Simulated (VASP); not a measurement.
Here is the system:

```xyz
2
Lattice="0.0000 2.9516 2.9516 2.9516 0.0000 2.9516 2.9516 2.9516 0.0000" Properties=species:S:1:pos:R:3 pbc="T T T"
Ca     0.0000     0.0000     0.0000
Se     2.9516     2.9516     2.9516
```

Computed with PBE GGA with D4 dispersion, VASP's PBE PAW potentials (set 64) (plane waves; VASP). Run with 520 eV cut-off, 8×8×8 Γ-centred mesh, Gaussian smearing of 0.050 eV, potentials Ca_sv Se.

Q: What does the run give for the energy per atom (σ→0), band gap (on the k-mesh) with the smallest direct gap where there is one?

A: 
The band gap (on the k-mesh) is 2.01 eV and the smallest direct gap (on the k-mesh) comes out as 2.95 eV. The energy per atom (σ→0) is -4.980 eV/atom.

The absolute energy has meaning only against runs of the same code, potentials and settings.

The compound is CaSe in the rock salt structure. It was relaxed first.
